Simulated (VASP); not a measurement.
An input for Quantum ESPRESSO's pw.x (written as the equivalent of a VASP run, and not itself run):

```
&CONTROL
  calculation = 'scf'
  pseudo_dir = './pseudo'
  outdir = './out'
  tprnfor = .true.
  tstress = .true.
/
&SYSTEM
  ibrav = 0
  nat = 5
  ntyp = 3
  ecutwfc = 84
  occupations = 'tetrahedra'
  input_dft = 'pbe'
/
&ELECTRONS
  conv_thr = 7.3e-09
  electron_maxstep = 100
/
ATOMIC_SPECIES
  Ba 137.327 Ba.upf
  Hf 178.490 Hf.upf
  O 15.999 O.upf
CELL_PARAMETERS angstrom
     4.2014504    0.0000000    0.0000000
     0.0000000    4.2014504    0.0000000
     0.0000000    0.0000000    4.2014504
ATOMIC_POSITIONS crystal
  Ba   0.0000000  0.0000000  0.0000000
  Hf   0.5000000  0.5000000  0.5000000
  O    0.5000000  0.0000000  0.5000000
  O    0.0000000  0.5000000  0.5000000
  O    0.5000000  0.5000000  0.0000000
K_POINTS automatic
  6 6 6 0 0 0
```

Q: Translate this input to VASP (INCAR, KPOINTS, POSCAR, choice of POTCAR).

A: One answer among several that fit: 
**POSCAR**
```
BaHfO3
1.0
  4.2014504049   0.0000000000   0.0000000000
  0.0000000000   4.2014504049   0.0000000000
  0.0000000000   0.0000000000   4.2014504049
Ba Hf O
1 1 3
Cartesian
  0.0000000000   0.0000000000   0.0000000000
  2.1007252025   2.1007252025   2.1007252025
  2.1007252025   0.0000000000   2.1007252025
  0.0000000000   2.1007252025   2.1007252025
  2.1007252025   2.1007252025   0.0000000000
```

INCAR:
```
! general
SYSTEM =BaHfO3
PREC   =Accurate
ENCUT  =520
LREAL  =.FALSE.   ! projection in real space or not
LASPH  =.TRUE.

! electronic loop
EDIFF  =1E-7   ! SCF stop (eV)
NELM   =100   ! most electronic steps
ALGO   =Normal   ! blocked Davidson
LMAXMIX=6   ! l cut-off of mixed one-centre charges

! smearing
ISMEAR =-5

! functional
GGA    =PE   ! PBE

! ions
ISIF   =2   ! forces and stress, cell fixed

! output
LWAVE  =.FALSE.
LCHARG =.TRUE.
LORBIT =11
NEDOS  =601   ! DOS grid

! other
LEFG   =.TRUE.
```

### KPOINTS
```
Automatic mesh
0
Gamma
6 6 6
0 0 0
```

POTCAR, in this order: Ba_sv Hf_pv O (PBE.64 set). Program: vasp_std.

The two are equivalent in intent, not identical: the potentials are each code's own (VASP's PAW set, PseudoDojo norm-conserving files in pw.x), so ENCUT and ecutwfc are chosen apart and not converted; conv_thr bounds pw.x's estimated SCF error, while EDIFF bounds the energy change between steps; the field gradients of LEFG aren't asked of the other code.

The compound is BaHfO3 in the cubic perovskite structure. It was relaxed first.
